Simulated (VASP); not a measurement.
# Mg6CrSi (Amm2) in VASP: reference runs

Aim: a first look at Mg6CrSi with PBE, on the cell as given and on a disturbed one, and energy against volume gives the equilibrium volume and stiffness.

All numbers are computed with VASP 6.6.1; they aren't measurements. Logs are shortened: lines on timing, memory, paths and dates and some standing lists are left out, and cuts for length are marked.

## Step 1: The structure

It takes space group Amm2 (No. 38, orthorhombic). The conventional cell has a = 4.835 Å, b = 6.215 Å, c = 10.618 Å, α = 90.00°, β = 90.00°, γ = 90.00°. Cr (site symmetry mm2) has 2 Si at 2.87 Å and 10 Mg at 2.94 to 3.21 Å as nearest neighbours. Si (site symmetry mm2) has 2 Cr at 2.87 Å and 10 Mg at 2.91 to 3.24 Å as nearest neighbours. Mg (site symmetry mm2) is surrounded by 10 Mg at 3.00 to 3.09 Å and 2 Cr at 3.11 Å. Mg (site symmetry m) is surrounded by 2 Cr at 2.94 to 3.21 Å and 2 Si at 3.02 Å and 8 Mg at 3.02 to 3.18 Å. Mg (site symmetry mm2) has 10 Mg at 3.00 to 3.11 Å and 2 Si at 3.11 Å as nearest neighbours. Around Mg (site symmetry m) lie 2 Si at 2.91 to 3.24 Å and 2 Cr at 3.00 Å and 8 Mg at 3.01 to 3.19 Å.

The cell comes from a database or a generator and needn't be the stable form of this composition.

## Step 2: Single point, PBE, collinear spin, ferromagnetic start (atoms moved at random, drawn with an rms of 0.05 Å)

Contents of INCAR:

```
PREC     = Accurate       # precision mode
ENCUT    = 520            # plane-wave cutoff, eV
EDIFF    = 1E-7           # SCF threshold, eV
ISMEAR   = -1             # smearing method
SIGMA    = 0.05           # smearing width, eV
LREAL    = F              # projectors in reciprocal space
LASPH    = T              # aspherical terms in the spheres
NELM     = 150            # most SCF steps
ALGO     = Normal         # electronic algorithm
ISIF     = 2              # what is computed and relaxed
LWAVE    = F              # write WAVECAR
LCHARG   = F              # write CHGCAR
ISPIN    = 2              # spin polarisation
MAGMOM   = 3 0 0 0 0 0 0 0 # initial moments
LORBIT   = 11             # projections on sites
LMAXMIX  = 4              # l up to which the mixer works
GGA      = PE             # functional
NBANDS   = 28             # bands
```

Contents of KPOINTS:

```
Automatic mesh
0
Gamma
  6 5 5
```

Contents of POSCAR:

```
Mg6CrSi
1.0
    4.8352170000      0.0000000000      0.0000000000
    0.0000000000      3.1075895000      5.3089815000
    0.0000000000     -3.1075895000      5.3089815000
Cr Si Mg
1 1 6
Direct
    0.5014910000      0.6807510000      0.6750470000
   -0.0077290000      0.8237980000      0.8204290000
    0.5208720000      0.1686090000      0.1705540000
    0.4974310000      0.6733330000      0.1606920000
    0.4980780000      0.1561810000      0.6783380000
    0.0040500000      0.3354590000      0.3364980000
   -0.0099020000      0.8261200000      0.3425330000
   -0.0065500000      0.3454560000      0.8266700000
```

Potentials or basis: VASP PAW PBE potentials, release 64 (Cr_pv, Si, Mg).

Command:

```console
$ cat potpaw_PBE.64/Cr_pv/POTCAR potpaw_PBE.64/Si/POTCAR potpaw_PBE.64/Mg/POTCAR > POTCAR
$ mpirun -np 1 vasp_std > vasp.out
```

OUTCAR:

```text
PREC = Accurate
   ENCUT = 520
   EDIFF = 1E-7
   ISMEAR = -1
   LREAL = F
   LASPH = T
   NELM = 150
   ISIF = 2
   ISPIN = 2
   LORBIT = 11
   GGA = PE

 ion  position               nearest neighbor table
   1  0.501  0.681  0.675-   2 2.82   2 2.90   5 2.93   7 2.96   4 2.97   8 2.98   8 3.05   7 3.05
                             3 3.09   3 3.13   4 3.19   5 3.22
   2  0.992  0.824  0.820-   1 2.82   1 2.90   8 2.92   7 2.93   5 2.98   4 3.01   5 3.03   4 3.05
                             6 3.10   6 3.13   7 3.22   8 3.23
   3  0.521  0.169  0.171-   7 2.92   6 2.93   8 2.94   6 3.06   5 3.07   4 3.08   4 3.08   1 3.09
                             5 3.09   1 3.13   8 3.15   7 3.16
   4  0.497  0.673  0.161-   1 2.97   7 2.97   6 3.00   5 3.00   2 3.01   7 3.03   6 3.05   2 3.05
                             3 3.08   3 3.08   1 3.19   5 3.22
   5  0.498  0.156  0.678-   1 2.93   2 2.98   8 2.99   4 3.00   6 3.01   2 3.03   8 3.03   6 3.06
                             3 3.07   3 3.09   4 3.22   1 3.22
   6  0.004  0.335  0.336-   3 2.93   4 3.00   5 3.01   7 3.04   8 3.05   4 3.05   5 3.06   3 3.06
                             2 3.10   8 3.11   7 3.12   2 3.13
   7  0.990  0.826  0.343-   3 2.92   2 2.93   1 2.96   4 2.97   8 3.00   4 3.03   6 3.04   1 3.05
                             6 3.12   3 3.16   8 3.22   2 3.22
   8  0.993  0.345  0.827-   2 2.92   3 2.94   1 2.98   5 2.99   7 3.00   5 3.03   1 3.05   6 3.05
                             6 3.11   3 3.15   7 3.22   2 3.23

  LATTYP: Found a base centered orthorhombic cell.
 ALAT       =     6.2151790000
 B/A-ratio  =     1.7083921477
 C/A-ratio  =     0.7779690657

  Lattice vectors:

 A1 = (   0.0000000000,   3.1075895000,  -5.3089815000)
 A2 = (   0.0000000000,   3.1075895000,   5.3089815000)
 A3 = (   4.8352170000,   0.0000000000,   0.0000000000)

Analysis of symmetry for initial positions (statically):
=====================================================================
 Subroutine PRICEL returns:
 Original cell was already a primitive cell.

 Routine SETGRP: Setting up the symmetry group for a
 base centered orthorhombic supercell.

 Subroutine GETGRP returns: Found  1 space group operations
 (whereof  1 operations were pure point group operations)
 out of a pool of  8 trial point group operations.

The static configuration has the point symmetry C_1 .

Analysis of symmetry for dynamics (positions and initial velocities):
=====================================================================
 Subroutine PRICEL returns:
 Original cell was already a primitive cell.

 Routine SETGRP: Setting up the symmetry group for a
 base centered orthorhombic supercell.

 Subroutine GETGRP returns: Found  1 space group operations
 (whereof  1 operations were pure point group operations)
 out of a pool of  8 trial point group operations.

The dynamic configuration has the point symmetry C_1 .

Analysis of structural, dynamic, and magnetic symmetry:
=====================================================================
 Subroutine PRICEL returns:
 Original cell was already a primitive cell.

 Routine SETGRP: Setting up the symmetry group for a
 base centered orthorhombic supercell.

 Subroutine GETGRP returns: Found  1 space group operations
 (whereof  1 operations were pure point group operations)
 out of a pool of  8 trial point group operations.

The overall configuration has the point symmetry C_1 .

 Subroutine INISYM returns: Found  1 space group operations
 (whereof  1 operations are pure point group operations),
 and found     1 'primitive' translations

----------------------------------------------------------------------------------------

                                     Primitive cell

  volume of cell :     159.5441

  direct lattice vectors                    reciprocal lattice vectors
     4.835217000  0.000000000  0.000000000     0.206815951  0.000000000  0.000000000
     0.000000000  3.107589500  5.308981500     0.000000000  0.160896412  0.094180023
     0.000000000 -3.107589500  5.308981500     0.000000000 -0.160896412  0.094180023

  length of vectors
     4.835217000  6.151617435  6.151617435     0.206815951  0.186433720  0.186433720

[... 78 lines left out ...]
   dimension x,y,z NGXF=    72 NGYF=   96 NGZF=   96
   ions per type =               1   1   6
   NGX,Y,Z   is equivalent  to a cutoff of  12.38, 12.97, 12.97 a.u.
   NGXF,Y,Z  is equivalent  to a cutoff of  24.76, 25.94, 25.94 a.u.
 SYSTEM =  unknown system
   PREC   = accura    normal or accurate (medium, high low for compatibility)
   ISTART =      0    job   : 0-new  1-cont  2-samecut
   ICHARG =      2    charge: 1-file 2-atom 10-const
   ISPIN  =      2    spin polarized calculation?
   LNONCOLLINEAR =      F non collinear calculations
   LSORBIT =      F    spin-orbit coupling
   LASPH  =      T    aspherical Exc in radial PAW
   ENCUT  =  520.0 eV  38.22 Ry    6.18 a.u.   8.99 11.44 11.44*2*pi/ulx,y,z
   NELM   =    150;   NELMIN=  2; NELMDL= -5     # of ELM steps
   EDIFF  = 0.1E-06   stopping-criterion for ELM
   LREAL  =      F    real-space projection
   EDIFFG = 0.1E-05   stopping-criterion for IOM
   NSW    =      0    number of steps for IOM
   IBRION =     -1    ionic relax: 0-MD 1-quasi-New 2-CG
   NFREE  =      0    steps in history (QN), initial steepest desc. (CG)
   ISIF   =      2    stress and relaxation
   ISYM   =      2    0-nonsym 1-usesym 2-fastsym
   POTIM  = 0.5000    time-step for ionic-motion
   TEBEG  =    0.0;   TEEND  =   0.0 temperature during run
   PSTRESS=    0.0 pullay stress
   NELECT =      28.0000    total number of electrons
   NUPDOWN=      -1.0000    fix difference up-down
   EMIN   =  10.00;   EMAX   =-10.00  energy-range for DOS
   EFERMI =   0.00;   METHOD = LEGACY
   ISMEAR =    -1;   SIGMA  =   0.05  broadening in eV -4-tet -1-fermi 0-gaus
   EFERMI_NEDOS =   21; number of points for ismear=-14 and -15
   IALGO  =     38    algorithm
   IMIX   =      4    mixing-type and parameters
     AMIX     =   0.40;   BMIX     =  1.00
     AMIX_MAG =   1.60;   BMIX_MAG =  1.00
  volume/ion in A,a.u.               =      19.94       134.58
  Fermi-wavevector in a.u.,A,eV,Ry     =   0.916573  1.732073 11.430346  0.840107
  Thomas-Fermi vector in A             =   2.041444
   LORBIT       =     11    0 simple, 1 ext, 2 COOP (PROOUT), +10 PAW based schemes
   GGA     = PE    functional components
   LHFCALC =     F    Hartree Fock is set to
   AEXX    =    0.0000 exact exchange contribution
   IVDW    =     0    specifies the selected vdW correction
   LEPSILON=     F    determine dielectric tensor
   LRPA    =     F    only Hartree local field effects (RPA)
 spin polarized calculation
  energy-cutoff  :      520.00
  volume of cell :      159.54
 maximum number of plane-waves:      4322
   NGX = 17   NGY = 23   NGZ = 23

 number of electron      27.9999999 magnetization       3.5944841

 Free energy of the ion-electron system (eV)
  ---------------------------------------------------
  ext. energy  EPLUGINS =         0.00000000
  ---------------------------------------------------
  free energy    TOTEN  =       -22.81262176 eV

  energy without entropy =      -22.78555837  energy(sigma->0) =      -22.79909007

 E-fermi :   3.9702     XC(G=0):  -9.2453

 val. band max:        3.9647566633   @ k =   0.1667   0.4000  -0.4000
 cond. band min:       3.9724341630   @ k =  -0.3333   0.2000  -0.4000
 fundamental gap:      0.0076774997
 Fermi energy:         3.9701736152

 spin component 1

 k-point     1 :       0.0000    0.0000    0.0000
  band No.  band energies     occupation
      1     -40.1357      1.00000
      2     -40.1245      1.00000
      3     -40.1165      1.00000
      4      -4.7199      1.00000
      5      -0.8544      1.00000
      6       0.4283      1.00000
[... 685 lines left out ...]
     25       8.6012      0.00000
     26       8.9426      0.00000

 [... further k-points ...]

 spin component 2

 k-point     1 :       0.0000    0.0000    0.0000
  band No.  band energies     occupation
      1     -36.7414      1.00000
      2     -36.7014      1.00000
      3     -36.6389      1.00000
      4      -4.7087      1.00000
      5      -0.8591      1.00000
      6       0.6641      1.00000
[... 685 lines left out ...]
     25       8.7558      0.00000
     26       9.1738      0.00000

 [... further k-points ...]

 [bands above 26 left out]

------------------------ aborting loop because EDIFF is reached ----------------------------------------

  FORCE on cell =-STRESS in cart. coord.  units (eV):
  Direction    XX          YY          ZZ          XY          YZ          ZX
  --------------------------------------------------------------------------------------
  -------------------------------------------------------------------------------------
  Total       -0.3725337     -0.0391161     -0.0960720     -0.0041983      0.0724390     -0.0104381
  in kB       -3.7410659     -0.3928128     -0.9647767     -0.0421606      0.7274485     -0.1048214
  external PRESSURE =      -1.6995518 kB  Pullay stress =       0.0000000 kB

 VOLUME and BASIS-vectors are now :
 -----------------------------------------------------------------------------
  energy-cutoff  :      520.00
  volume of cell :      159.54
      direct lattice vectors                 reciprocal lattice vectors
     4.835217000  0.000000000  0.000000000     0.206815951  0.000000000  0.000000000
     0.000000000  3.107589500  5.308981500     0.000000000  0.160896412  0.094180023
     0.000000000 -3.107589500  5.308981500     0.000000000 -0.160896412  0.094180023

 POSITION                                       TOTAL-FORCE (eV/Angst)
 -----------------------------------------------------------------------------------
      2.42482      0.01773      7.19791        -0.097318     -0.066737      0.020496
      4.79785      0.01047      8.72917         0.046700     -0.014443     -0.051469
      2.51853     -0.00604      1.80061        -0.546884      0.024714     -0.049082
      2.40519      1.59308      4.42782        -0.024946     -0.060378     -0.053334
      2.40832     -1.62265      4.43045        -0.011795      0.124378     -0.026806
      0.01958     -0.00323      3.56741         0.057555     -0.026145     -0.192240
      4.78734      1.50279      6.20436         0.322152      0.118113      0.184646
      4.80355     -1.49542      6.22280         0.254536     -0.099502      0.167790
 -----------------------------------------------------------------------------------
    total drift:                                0.000421      0.000049     -0.000468

  FREE ENERGIE OF THE ION-ELECTRON SYSTEM (eV)
  ---------------------------------------------------
  free  energy   TOTEN  =       -22.8126217589 eV

  energy  without entropy=      -22.7855583713  energy(sigma->0) =      -22.79909007

 total charge

# of ion       s       p       d       tot
------------------------------------------
    1        0.265   6.154   4.089  10.508
    2        0.800   0.760   0.000   1.559
    3        0.212   0.160   0.013   0.385
    4        0.203   0.140   0.018   0.361
    5        0.203   0.140   0.018   0.361
    6        0.216   0.137   0.017   0.370
    7        0.207   0.142   0.018   0.367
    8        0.206   0.141   0.018   0.365
--------------------------------------------------
tot          2.312   7.775   4.191  14.278

 magnetization (x)

# of ion       s       p       d       tot
------------------------------------------
    1        0.052   0.040   3.388   3.480
    2       -0.005  -0.053   0.000  -0.059
    3       -0.008  -0.006   0.001  -0.013
    4       -0.008  -0.002   0.000  -0.009
    5       -0.008  -0.002   0.000  -0.009
    6        0.009  -0.003  -0.001   0.005
    7       -0.011  -0.002   0.000  -0.012
    8       -0.011  -0.001   0.000  -0.012
--------------------------------------------------
tot          0.009  -0.028   3.389   3.370
```

Run time: 7.6 min. Hardware: 1 thread of Intel Xeon Platinum 8488C (Sapphire Rapids), shared host; peak memory 0.69 GiB.

Results:

| Property | Result |
| --- | --- |
| Free energy | -22.8126 eV |
| Pressure | -0.2 GPa |
| Largest force | 0.550 eV/Å |
| Band gap on the k mesh | none (metal or under the smearing width) |
| Net moment | 3.59 μB per cell |
| Site moments | Cr +3.48; Si -0.06; Mg -0.01, +0.01 μB |
| Valence electrons inside the program's atomic spheres | Cr 10.51; Si 1.56; Mg 0.39, 0.36, 0.37 |

Forces in eV/Å, atoms in the order of the input:
```
Cr  -0.097 -0.067  0.020
Si   0.047 -0.014 -0.051
Mg  -0.547  0.025 -0.049
Mg  -0.025 -0.060 -0.053
Mg  -0.012  0.124 -0.027
Mg   0.058 -0.026 -0.192
Mg   0.322  0.118  0.185
Mg   0.255 -0.100  0.168
```

## Step 3: Single point, PBE, collinear spin, ferromagnetic start

Contents of INCAR:

```
  PREC = Accurate
  ENCUT = 520
  EDIFF = 1E-7
  ISMEAR = -1
  SIGMA = 0.05
  LREAL = F
  LASPH = T
  NELM = 120
  ALGO = Normal
  ISIF = 2
  LWAVE = F
  LCHARG = F
  ISPIN = 2
  MAGMOM = 3 0 0 0 0 0 0 0
  LORBIT = 11
  LMAXMIX = 4
  GGA = PE
  NBANDS = 28
```

KPOINTS is that of step 2.

Contents of POSCAR:

```
Mg6CrSi
1.0
    4.8352170000      0.0000000000      0.0000000000
    0.0000000000      3.1075895000      5.3089815000
    0.0000000000     -3.1075895000      5.3089815000
Cr Si Mg
1 1 6
Direct
    0.5000000000      0.6767290000      0.6767290000
    0.0000000000      0.8218720000      0.8218720000
    0.5000000000      0.1651170000      0.1651170000
    0.5000000000      0.6698210000      0.1585230000
    0.5000000000      0.1585230000      0.6698210000
    0.0000000000      0.3322200000      0.3322200000
    0.0000000000      0.8308710000      0.3448470000
    0.0000000000      0.3448470000      0.8308710000
```

Potentials or basis: VASP PAW PBE potentials, release 64 (Cr_pv, Si, Mg).

Command:

```console
$ cat potpaw_PBE.64/Cr_pv/POTCAR potpaw_PBE.64/Si/POTCAR potpaw_PBE.64/Mg/POTCAR > POTCAR
$ mpirun -np 1 vasp_std > vasp.out
```

Wall time 9.4 min (1 thread of AMD EPYC 7R43 (Zen 3), shared host); peak memory 0.46 GiB.

Results (log left out):

```
Free energy                                           : -22.8688 eV
Pressure                                              : -0.3 GPa
Largest force                                         : 0.046 eV/Å
Band gap on the k mesh                                : none (metal or under the smearing width)
Net moment                                            : 3.60 μB per cell
Site moments                                          : Cr +3.48; Si -0.06; Mg -0.01, +0.01 μB
Valence electrons inside the program's atomic spheres : Cr 10.51; Si 1.56; Mg 0.39, 0.36, 0.37
```

Forces on the atoms (eV/Å):
```
Cr   0.000  0.000  0.010
Si   0.000  0.000 -0.046
Mg   0.000  0.000  0.005
Mg   0.000 -0.018  0.015
Mg   0.000  0.018  0.015
Mg   0.000  0.000  0.001
Mg   0.000  0.010  0.000
Mg   0.000 -0.010  0.000
```

Stress tensor (GPa, compression positive):
```
-0.55  0.00  0.00
 0.00 -0.03  0.00
 0.00  0.00 -0.17
```

Levels at points of the mesh, in eV from the Fermi level:
Spin up:
| k point | band 12 | band 13 | band 14 | band 15 | band 16 | band 17 | band 18 | band 19 | band 20 | band 21 |
| --- | --- | --- | --- | --- | --- | --- | --- | --- | --- | --- |
| (0.00, 0.00, 0.00) | -1.68 | -1.59 | -1.47 | -0.84 | -0.84 | 0.09 | 1.93 | 2.80 | 3.15 | 3.17 |
| (0.50, 0.00, 0.00) | -1.61 | -1.57 | -1.26 | -1.04 | -0.90 | -0.58 | 0.05 | 0.26 | 0.80 | 0.90 |
Spin down:
| k point | band 10 | band 11 | band 12 | band 13 | band 14 | band 15 |
| --- | --- | --- | --- | --- | --- | --- |
| (0.00, 0.00, 0.00) | -2.15 | -2.11 | -0.92 | 0.13 | 0.90 | 1.54 |
| (0.50, 0.00, 0.00) | -1.22 | -1.06 | -0.93 | -0.77 | -0.62 | -0.51 |

## Step 4: Equation of state, PBE, collinear spin, ferromagnetic start, 18.75 Å³/atom (volume scaled by 0.94)

Contents of INCAR:

```
SYSTEM = Mg6CrSi
PREC = Accurate ; ENCUT = 520
EDIFF = 1E-7 ; ISMEAR = -1
SIGMA = 0.05 ; LREAL = .FALSE.
LASPH = .TRUE. ; NELM = 150
ALGO = Normal ; ISIF = 2
LWAVE = .FALSE. ; LCHARG = .FALSE.
ISPIN = 2 ; MAGMOM = 3 0 0 0 0 0 0 0
LORBIT = 11 ; LMAXMIX = 4
GGA = PE ; NBANDS = 28
```

Contents of KPOINTS:

```
Automatic mesh
0
G
  6 5 5
  0 0 0
```

POSCAR: that of step 3 with these lines changed.

```diff
@@ -2,5 +2,5 @@
 1.0
-    4.8352170000      0.0000000000      0.0000000000
-    0.0000000000      3.1075895000      5.3089815000
-    0.0000000000     -3.1075895000      5.3089815000
+    4.7365114058      0.0000000000      0.0000000000
+    0.0000000000      3.0441515058      5.2006045288
+    0.0000000000     -3.0441515058      5.2006045288
 Cr Si Mg
```

Command:

```console
$ cat potpaw_PBE.64/Cr_pv/POTCAR potpaw_PBE.64/Si/POTCAR potpaw_PBE.64/Mg/POTCAR > POTCAR
$ mpirun -np 1 vasp_std > vasp.out
```

Wall time 9.6 min (1 thread of AMD EPYC 7R43 (Zen 3), shared host); peak memory 0.45 GiB.

The run converged. Its results:

| Item | Value |
| --- | --- |
| Free energy | -22.7923 eV |
| Pressure | 2.9 GPa |
| Largest force | 0.058 eV/Å |
| Band gap on the k mesh | none (metal or under the smearing width) |
| Net moment | 3.47 μB per cell |
| Site moments | Cr +3.35; Si -0.06; Mg -0.01, +0.01 μB |
| Valence electrons inside the program's atomic spheres | Cr 10.55; Si 1.58; Mg 0.41, 0.38, 0.39 |

## Step 5: Equation of state, PBE, collinear spin, ferromagnetic start, 19.15 Å³/atom (volume scaled by 0.96)

Contents of INCAR:

```
SYSTEM = Mg6CrSi
PREC = Accurate
ENCUT = 520
EDIFF = 1E-7
ISMEAR = -1
SIGMA = 0.05
LREAL = .FALSE.
LASPH = .TRUE.
NELM = 120
ALGO = Normal
ISIF = 2
LWAVE = .FALSE.
LCHARG = .FALSE.
ISPIN = 2
MAGMOM = 3 0 0 0 0 0 0 0
LORBIT = 11
LMAXMIX = 4
GGA = PE
NBANDS = 28
```

Contents of KPOINTS:

```
regular mesh
0
G
  6 5 5
  0 0 0
```

POSCAR: that of step 4 with these lines changed.

```diff
@@ -2,5 +2,5 @@
 1.0
-    4.7365114058      0.0000000000      0.0000000000
-    0.0000000000      3.0441515058      5.2006045288
-    0.0000000000     -3.0441515058      5.2006045288
+    4.7698682190      0.0000000000      0.0000000000
+    0.0000000000      3.0655898988      5.2372297111
+    0.0000000000     -3.0655898988      5.2372297111
 Cr Si Mg
```

Command:

```console
$ cat potpaw_PBE.64/Cr_pv/POTCAR potpaw_PBE.64/Si/POTCAR potpaw_PBE.64/Mg/POTCAR > POTCAR
$ mpirun -np 1 vasp_std > vasp.out
```

Run time: 8.5 min. Hardware: 1 thread of AMD EPYC 7R43 (Zen 3), shared host; peak memory 0.46 GiB.

Results (log left out):

* Free energy: -22.8393 eV
* Pressure: 1.8 GPa
* Largest force: 0.045 eV/Å
* Band gap on the k mesh: none (metal or under the smearing width)
* Net moment: 3.51 μB per cell
* Site moments: Cr +3.40; Si -0.06; Mg -0.01, +0.01 μB
* Valence electrons inside the program's atomic spheres: Cr 10.54; Si 1.57; Mg 0.40, 0.37, 0.38

(Continued in part 2 of 2.)
